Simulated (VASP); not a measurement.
# Lattice of ZrB2, functional by functional, part 2 of 2

Which functional gives which lattice for ZrB2? The starting structure is a measured crystal structure from the Crystallography Open Database.

VASP 6.6.1.

Results so far: PBEsol 10.09 Å³ an atom; LDA 9.91 Å³ an atom; PBE 10.29 Å³ an atom; PBEsol + D3(BJ) 9.85 Å³ an atom.

## Step 6: Relaxation with r2SCAN

Level of this step: r2SCAN; plane waves and PAW (Zr_sv, B) (VASP).

r2SCAN adds the kinetic-energy density, costs more than a GGA and is run with LASPH.

INCAR

```
SYSTEM = ZrB2
PREC = Accurate
ENCUT = 450
EDIFF = 1E-06
NELM = 100
ISMEAR = 1
SIGMA = 0.1
LREAL = .FALSE.
ALGO = Normal
METAGGA = R2SCAN
LASPH = .TRUE.
NBANDS = 15
LORBIT = 11
LWAVE = .FALSE.
LCHARG = .FALSE.
KPAR = 2
IBRION = 2
NSW = 50
ISIF = 3
EDIFFG = -0.01
```

POSCAR

```
ZrB2
1.0
    3.1700000000      0.0000000000      0.0000000000
   -1.5850000000      2.7453005300      0.0000000000
    0.0000000000      0.0000000000      3.5330000000
Zr B
1 2
Direct
    0.0000000000      0.0000000000      0.0000000000
    0.6666666667      0.3333333333      0.5000000000
    0.3333333333      0.6666666667      0.5000000000
```

KPOINTS

```
Automatic mesh
0
Gamma
10 10 8
0 0 0
```

The projector-augmented-wave data sets are Zr_sv and B (PBE family, release 64).

Command:

```console
> mpirun -np 2 vasp_std
```

The log of the run:

```text
[banner, memory and clock lines left out]
running    2 mpi-ranks, on    1 nodes
[...]
[... a notice as in an earlier step ...]

 LDA part: xc-table for (None), standard interpolation
 POSCAR, INCAR and KPOINTS ok, starting setup
[...]
entering main loop
       N       E                     dE             d eps       ncg     rms          rms(c)
DAV:   1     0.745222804684E+02    0.74522E+02   -0.93371E+03  2100   0.111E+03
DAV:   2    -0.451198905652E+02   -0.11964E+03   -0.11523E+03  2667   0.295E+02
DAV:   3    -0.493761123654E+02   -0.42562E+01   -0.42334E+01  3406   0.469E+01
DAV:   4    -0.494382450721E+02   -0.62133E-01   -0.62119E-01  2409   0.555E+00
[...]
DAV:  10    -0.406317011876E+02   -0.33369E-03   -0.41120E-04  2698   0.177E-01    0.519E-02
DAV:  11    -0.406317470187E+02   -0.45831E-04   -0.63809E-05  2556   0.782E-02    0.122E-02
DAV:  12    -0.406317472204E+02   -0.20173E-06   -0.13766E-06  2158   0.109E-02
   1 F= -.40631747E+02 E0= -.40631684E+02  d E =-.406317E+02
[... from here on, the cycles between the ionic steps are left out ...]
   2 F= -.40632994E+02 E0= -.40632933E+02  d E =-.124638E-02
   3 F= -.40633252E+02 E0= -.40633191E+02  d E =-.150468E-02
   4 F= -.40633348E+02 E0= -.40633287E+02  d E =-.962685E-04
   5 F= -.40633419E+02 E0= -.40633358E+02  d E =-.166935E-03
[...]
reached required accuracy - stopping structural energy minimisation
```

The job ended after 2.1 min (2 MPI ranks of AMD EPYC 9R14 (Zen 4), shared host; peak memory 0.26 GiB; 4.1 min of CPU time).

From OUTCAR (step 6):

```text
  Total       -0.0007511     -0.0007511     -0.0003863      0.0000000     -0.0000000      0.0000000
  in kB       -0.0389755     -0.0389755     -0.0200467      0.0000000     -0.0000000      0.0000000
  external PRESSURE =      -0.0326659 kB  Pullay stress =       0.0000000 kB

 POSITION                                       TOTAL-FORCE (eV/Angst)
 -----------------------------------------------------------------------------------
      0.00000      0.00000     -0.00000        -0.000000      0.000000      0.000000
      1.58318      0.91405      1.77804         0.000000     -0.000000      0.000000
     -0.00000      1.82810      1.77804        -0.000000      0.000000      0.000000
 -----------------------------------------------------------------------------------
    total drift:                               -0.000000      0.000000      0.000000

  FREE ENERGIE OF THE ION-ELECTRON SYSTEM (eV)
  ---------------------------------------------------
  free  energy   TOTEN  =       -40.6334188398 eV

  energy  without entropy=      -40.6332366977  energy(sigma->0) =      -40.63335813

[... 2 parts as in an earlier step ...]

[... 2 further parts left out ...]
[key lines of the parts left out:]
E-fermi :  10.5019
```

With r2SCAN the relaxed cell holds 10.292 Å³ an atom, +0.42 % against the measured cell, with a = 3.166 Å and c = 3.556 Å. That is +1.98 % from PBEsol.

## Step 7: Relaxation with r2SCAN + rVV10

rVV10 adds a nonlocal correlation energy for dispersion.

INCAR, as its differences from that of step 6:

```diff
@@ -10,2 +10,6 @@
 METAGGA = R2SCAN
+LUSE_VDW = .TRUE.
+IVDW_NL = 2
+BPARAM = 11.95
+CPARAM = 0.0093
 LASPH = .TRUE.
```

POSCAR is that of step 6.

KPOINTS is that of step 6.

Command:

```console
> mpirun -np 2 vasp_std
```

The log of the run:

```text
[banner, memory and clock lines left out]
running    2 mpi-ranks, on    1 nodes
[...]
|                                                                             |
|               ----> ADVICE to this user running VASP <----                  |
|                                                                             |
|     You have switched on vdW-DFT.                                           |
|     This routine was written and supplied by Jiri Klimes. We recommend      |
|     that you carefully read and cite the following publications:            |
|       J. Klimes, D.R. Bowler, A. Michelides                                 |
|          J. Phys.: Cond Matt. 22 022201 (2010)                              |
|       J. Klimes, D.R. Bowler, A. Michelides                                 |
|          Phys. Rev. B. 83, 195131 (2011)                                    |
|     and references therein.                                                 |
|                                                                             |

[...]
N       E                     dE             d eps       ncg     rms          rms(c)
Total rVV10 correction in eV:      0.1980303    18.3114269
Total rVV10 correction in eV:      0.1980303    18.3114269
DAV:   1    -0.404350282516E+02   -0.27896E-04   -0.15037E-03  2247   0.345E-01    0.314E-02
Total rVV10 correction in eV:      0.1980126    18.3114269
Total rVV10 correction in eV:      0.1980126    18.3114269
DAV:   2    -0.404350133927E+02    0.14859E-04   -0.29084E-05  2366   0.457E-02    0.160E-02
Total rVV10 correction in eV:      0.1979941    18.3114269
Total rVV10 correction in eV:      0.1979941    18.3114269
DAV:   3    -0.404350109943E+02    0.23984E-05   -0.99216E-06  2738   0.276E-02    0.274E-03
Total rVV10 correction in eV:      0.1979925    18.3114269
Total rVV10 correction in eV:      0.1979925    18.3114269
DAV:   4    -0.404350113750E+02   -0.38069E-06   -0.32947E-07  1162   0.507E-03
Total rVV10 correction in eV:      0.1979923    18.3114269
Total rVV10 correction in eV:      0.1979923    18.3114269
Total rVV10 correction in eV:      0.1979921    18.3114269
Total rVV10 correction in eV:      0.1979921    18.3114269
   3 F= -.40435011E+02 E0= -.40434947E+02  d E =-.105781E-02
[...]
reached required accuracy - stopping structural energy minimisation
```

Wall time 88 s (2 MPI ranks); peak memory 0.39 GiB; 2.9 min of CPU time.

OUTCAR, selected parts (step 7):

```text
  Total       -0.0060157     -0.0060157     -0.0044359      0.0000000      0.0000000     -0.0000000
  in kB       -0.3131385     -0.3131385     -0.2309050      0.0000000      0.0000000     -0.0000000
  external PRESSURE =      -0.2857273 kB  Pullay stress =       0.0000000 kB

 POSITION                                       TOTAL-FORCE (eV/Angst)
 -----------------------------------------------------------------------------------
      0.00000      0.00000      0.00000        -0.000000     -0.000000      0.000000
      1.58199      0.91336      1.77512        -0.000000      0.000000      0.000000
     -0.00000      1.82673      1.77512         0.000000     -0.000000      0.000000
 -----------------------------------------------------------------------------------
    total drift:                               -0.000000      0.000000     -0.000000

  FREE ENERGIE OF THE ION-ELECTRON SYSTEM (eV)
  ---------------------------------------------------
  free  energy   TOTEN  =       -40.4350113750 eV

  energy  without entropy=      -40.4348177719  energy(sigma->0) =      -40.43494684

[... 2 parts as in an earlier step ...]

[... 2 further parts left out ...]
[key lines of the parts left out:]
E-fermi :  10.5249
```

With r2SCAN + rVV10 the relaxed cell holds 10.260 Å³ an atom, +0.11 % against the measured cell, with a = 3.164 Å and c = 3.550 Å. That is +1.66 % from PBEsol.

## Step 8: Relaxation with vdW-DF-cx

vdW-DF-cx takes its exchange from the same plasmon model as its correlation.

INCAR, as its differences from that of step 7:

```diff
@@ -9,7 +9,5 @@
 ALGO = Normal
-METAGGA = R2SCAN
+GGA = CX
+AGGAC = 0
 LUSE_VDW = .TRUE.
-IVDW_NL = 2
-BPARAM = 11.95
-CPARAM = 0.0093
 LASPH = .TRUE.
```

POSCAR is that of step 7.

KPOINTS is that of step 7.

Command:

```console
> mpirun -np 2 vasp_std
```

The log of the run:

```text
[banner, memory and clock lines left out]
running    2 mpi-ranks, on    1 nodes
[...]
[... a notice as in an earlier step ...]

 [... a notice as in an earlier step ...]

 LDA part: xc-table for (Slater+PW92), standard interpolation
 POSCAR, INCAR and KPOINTS ok, starting setup
[...]
entering main loop
       N       E                     dE             d eps       ncg     rms          rms(c)
DAV:   1     0.954028725186E+02    0.95403E+02   -0.91066E+03  2100   0.108E+03
DAV:   2    -0.204151453777E+02   -0.11582E+03   -0.11162E+03  2639   0.285E+02
DAV:   3    -0.241355838513E+02   -0.37204E+01   -0.37009E+01  3394   0.441E+01
DAV:   4    -0.241907881672E+02   -0.55204E-01   -0.55174E-01  2381   0.498E+00
[...]
DAV:  11    -0.217121149344E+02   -0.67218E-05   -0.60221E-05  2911   0.744E-02    0.108E-02
DAV:  12    -0.217121136399E+02    0.12946E-05   -0.30763E-06  2448   0.125E-02    0.463E-03
DAV:  13    -0.217121135744E+02    0.65496E-07   -0.34724E-07  1239   0.570E-03
[...]
DAV:   7    -0.217117891050E+02   -0.31362E-05   -0.33215E-06  2619   0.155E-02    0.423E-03
DAV:   8    -0.217117894400E+02   -0.33500E-06   -0.17463E-07  1218   0.457E-03
   2 F= -.21711789E+02 E0= -.21711706E+02  d E =0.324134E-03
 trial-energy change:    0.000324  1 .order    0.000347   -0.002632    0.003326
 step:   0.4475(harm=  0.4417)  dis= 0.00000  next Energy=   -21.712705 (dE=-0.591E-03)
[...]
N       E                     dE             d eps       ncg     rms          rms(c)
DAV:   1    -0.217166952803E+02   -0.49062E-02   -0.12620E-01  2387   0.355E+00    0.809E-01
DAV:   2    -0.217130447669E+02    0.36505E-02   -0.10711E-02  2415   0.109E+00    0.206E-01
DAV:   3    -0.217125805325E+02    0.46423E-03   -0.28142E-03  3261   0.389E-01    0.892E-02
DAV:   4    -0.217126485345E+02   -0.68002E-04   -0.12330E-04  3106   0.745E-02    0.428E-02
DAV:   5    -0.217126994544E+02   -0.50920E-04   -0.12345E-04  3280   0.634E-02    0.282E-02
DAV:   6    -0.217127045490E+02   -0.50946E-05   -0.53016E-06  3158   0.183E-02    0.893E-03
DAV:   7    -0.217127046367E+02   -0.87726E-07   -0.84008E-07  1472   0.819E-03
   3 F= -.21712705E+02 E0= -.21712622E+02  d E =-.591062E-03
[...]
reached required accuracy - stopping structural energy minimisation
```

Elapsed: 46 s, on 2 MPI ranks; peak memory 0.5 GiB; 90 s of CPU time.

OUTCAR, selected parts (step 8):

```text
  Total       -0.0004458     -0.0004458      0.0123014      0.0000000      0.0000000      0.0000000
  in kB       -0.0233468     -0.0233468      0.6442367      0.0000000      0.0000000      0.0000000
  external PRESSURE =       0.1991811 kB  Pullay stress =       0.0000000 kB

 POSITION                                       TOTAL-FORCE (eV/Angst)
 -----------------------------------------------------------------------------------
      0.00000      0.00000      0.00000         0.000000      0.000000     -0.000000
      1.58212      0.91344      1.76408        -0.000000     -0.000000     -0.000000
     -0.00000      1.82688      1.76408         0.000000      0.000000      0.000000
 -----------------------------------------------------------------------------------
    total drift:                               -0.000000      0.000000      0.000000

  FREE ENERGIE OF THE ION-ELECTRON SYSTEM (eV)
  ---------------------------------------------------
  free  energy   TOTEN  =       -21.7127046367 eV

  energy  without entropy=      -21.7124580103  energy(sigma->0) =      -21.71262243

[... 2 parts as in an earlier step ...]

[... 2 further parts left out ...]
[key lines of the parts left out:]
E-fermi :  10.4130
```

With vdW-DF-cx the relaxed cell holds 10.198 Å³ an atom, -0.50 % against the measured cell, with a = 3.164 Å and c = 3.528 Å. That is +1.05 % from PBEsol.

## Step 9: Relaxation with RPBE

RPBE by itself binds more weakly than PBE and expands cells.

INCAR, as its differences from that of step 8:

```diff
@@ -9,6 +9,3 @@
 ALGO = Normal
-GGA = CX
-AGGAC = 0
-LUSE_VDW = .TRUE.
-LASPH = .TRUE.
+GGA = RP
 NBANDS = 15
```

POSCAR is that of step 8.

KPOINTS is that of step 8.

Command:

```console
> mpirun -np 2 vasp_std
```

The log of the run:

```text
[... set-up lines as in an earlier step ...]
 entering main loop
       N       E                     dE             d eps       ncg     rms          rms(c)
DAV:   1     0.933104998950E+02    0.93310E+02   -0.91087E+03  2100   0.108E+03
DAV:   2    -0.226683256384E+02   -0.11598E+03   -0.11178E+03  2639   0.286E+02
DAV:   3    -0.263858969924E+02   -0.37176E+01   -0.36969E+01  3392   0.442E+01
DAV:   4    -0.264439909830E+02   -0.58094E-01   -0.58067E-01  2367   0.511E+00
[...]
DAV:  11    -0.238643308391E+02   -0.11117E-04   -0.62300E-05  3001   0.762E-02    0.102E-02
DAV:  12    -0.238643293463E+02    0.14928E-05   -0.26254E-06  2226   0.123E-02    0.388E-03
DAV:  13    -0.238643294073E+02   -0.61041E-07   -0.27135E-07  1190   0.517E-03
   1 F= -.23864329E+02 E0= -.23864256E+02  d E =-.238643E+02
[...]
2 F= -.23861572E+02 E0= -.23861505E+02  d E =0.275767E-02
[...]
3 F= -.23872714E+02 E0= -.23872644E+02  d E =-.838491E-02
[...]
4 F= -.23872873E+02 E0= -.23872801E+02  d E =-.158490E-03
 trial-energy change:   -0.000158  1 .order   -0.000162   -0.000301   -0.000023
 step:   0.9644(harm=  0.9644)  dis= 0.00000  next Energy=   -23.872877 (dE=-0.163E-03)
 reached required accuracy - stopping structural energy minimisation
```

The job ended after 22 s (2 MPI ranks; peak memory 0.25 GiB; 42 s of CPU time).

From OUTCAR (step 9):

```text
  Total       -0.0067100     -0.0067100      0.0064962      0.0000000      0.0000000      0.0000000
  in kB       -0.3429830     -0.3429830      0.3320534      0.0000000      0.0000000      0.0000000
  external PRESSURE =      -0.1179708 kB  Pullay stress =       0.0000000 kB

 POSITION                                       TOTAL-FORCE (eV/Angst)
 -----------------------------------------------------------------------------------
      3.18624      0.00000      0.00000        -0.000000      0.000000     -0.000000
      1.59312      0.91979      1.78255         0.000000     -0.000000      0.000000
     -0.00000      1.83958      1.78255        -0.000000      0.000000     -0.000000
 -----------------------------------------------------------------------------------
    total drift:                                0.000000      0.000000     -0.000000

  FREE ENERGIE OF THE ION-ELECTRON SYSTEM (eV)
  ---------------------------------------------------
  free  energy   TOTEN  =       -23.8728728049 eV

  energy  without entropy=      -23.8726564613  energy(sigma->0) =      -23.87280069

[... 2 parts as in an earlier step ...]

[... 2 further parts left out ...]
[key lines of the parts left out:]
E-fermi :  10.3052
```

With RPBE the relaxed cell holds 10.448 Å³ an atom, +1.94 % against the measured cell, with a = 3.186 Å and c = 3.565 Å. That is +3.53 % from PBEsol.

## Step 10: The runs compared

```tsv
level	volume (Å³/atom)	against the measured cell (%)	a (Å)	c (Å)	pressure left (GPa)	core minutes
PBEsol	10.092	-1.53	3.1548	3.5126	0.07	0.8
LDA	9.906	-3.35	3.1327	3.4965	0.08	0.973
PBE	10.293	0.44	3.1701	3.5482	0.04	0.7
PBEsol + D3(BJ)	9.851	-3.88	3.131	3.481	0.1	1.15
r2SCAN	10.292	0.42	3.1664	3.5561	0.0	4.13
r2SCAN + rVV10	10.26	0.11	3.164	3.5502	-0.03	2.93
vdW-DF-cx	10.198	-0.5	3.1642	3.5282	0.02	1.53
RPBE	10.448	1.94	3.1862	3.5651	-0.01	0.733
```

Core minutes are wall time times ranks, summed over the relaxations behind a row (those for a bulk modulus apart), on shared hosts.

## Step 11: What came out

| Quantity | Value |
| --- | --- |
| volume, PBEsol | 10.09 Å³/atom |
| volume, LDA | 9.906 Å³/atom |
| volume, PBE | 10.29 Å³/atom |
| volume, PBEsol + D3(BJ) | 9.851 Å³/atom |
| volume, r2SCAN | 10.29 Å³/atom |
| volume, r2SCAN + rVV10 | 10.26 Å³/atom |
| volume, vdW-DF-cx | 10.20 Å³/atom |
| volume, RPBE | 10.45 Å³/atom |

In words: Across 8 levels the volume of ZrB2 spans 6.1 %, from 9.85 Å³ an atom (PBEsol + D3(BJ)) to 10.45 Å³ (RPBE). Against the measured volume of the starting structure, r2SCAN + rVV10 comes nearest (+0.1 %) and PBEsol + D3(BJ) lies farthest (-3.9 %). The measured cell holds zero-point expansion and, unless it was taken cold, thermal expansion, which the runs lack, so small differences decide nothing. Adding D3(BJ) to PBEsol changes the volume by -2.4 %. Adding rVV10 to r2SCAN changes the volume by -0.3 %. LASPH is on in some of these runs and off in others, which adds a little to the differences. All runs keep the symmetry of the start, so they can't find a distortion of lower symmetry. Further runs on this material are not shown.

[Lines on the potential files, build, host, timing and source positions are cut from VASP's logs without a mark.]

[Logs are printed without paths, hosts, clocks, repeated set-up lines and the standing remarks that a program may print on its own settings, such as how far it seeks lower states.]

[Hosts, paths, dates, database ids (printed as entryN), source tags and the programs' standing remarks are cut or masked in the printed files.]
